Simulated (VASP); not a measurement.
Elastic constants (GPa) of a crystal from LDA (Ceperley-Alder, Perdew-Zunger), VASP's LDA PAW potentials (set 64) (VASP):

```csv
,xx,yy,zz,yz,xz,xy
xx,1100.0,147.0,147.0,0.0,0.0,0.0
yy,147.0,1100.0,147.0,0.0,0.0,0.0
zz,147.0,147.0,1100.0,0.0,0.0,0.0
yz,0.0,0.0,0.0,590.9,0.0,0.0
xz,0.0,0.0,0.0,0.0,590.9,0.0
xy,0.0,0.0,0.0,0.0,0.0,590.9
```

Work out the Voigt, Reuss and Hill moduli, Young's modulus and Poisson's ratio.

All eigenvalues are positive (smallest 590.9 GPa), so the crystal is stable. K_V = (C11+C22+C33+2(C12+C13+C23))/9 = (3300.0 + 2×441.0)/9 = 464.7 GPa; G_V = (3300.0 − 441.0 + 3×1772.7)/15 = 545.1 GPa. From the compliances, K_R = 464.7 GPa and G_R = 539.1 GPa. Hill: K = 464.7 GPa, G = 542.1 GPa, E = 9KG/(3K+G) = 1171.0 GPa, ν = (3K−2G)/(2(3K+G)) = 0.080. K/G = 0.86, below Pugh's 1.75; universal anisotropy A^U = 0.06.

With a density of 3.61 g/cm³, what are the mean sound speeds?

v_l = √((K+4G/3)/ρ) = 18.14 km/s and v_t = √(G/ρ) = 12.26 km/s. The crystal is C (diamond), cubic.

The compound is C in the diamond structure. It was relaxed first.
